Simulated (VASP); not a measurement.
MgO (rock salt) relaxed at rising pressure, in one space group throughout; other phases were not tried. The pressures are those reached. Level of theory: r2SCAN meta-GGA, VASP's PBE PAW potentials (set 64) (plane waves; VASP).

```csv
P (GPa),V (Å³/atom),k-mesh
-0.26,9.227,11×11×11
5.01,8.962,11×11×11
10.00,8.743,11×11×11
19.97,8.374,11×11×11
29.97,8.069,11×11×11
```

Fit an equation of state and predict the volume at 44.82 GPa.

Least squares on the third-order Birch-Murnaghan form, P = (3B0/2)(y⁷ − y⁵)[1 + (3/4)(B′ − 4)(y² − 1)] with y = (V0/V)^(1/3), gives V0 = 9.213 Å³/atom, B0 = 171 GPa and B′ = 4.2, and so 7.698 Å³/atom. The run gave 7.698 Å³/atom, -0.0 % from the fit.

Pressures at which the relaxation failed are left out.

The compound is MgO in the rock salt structure.
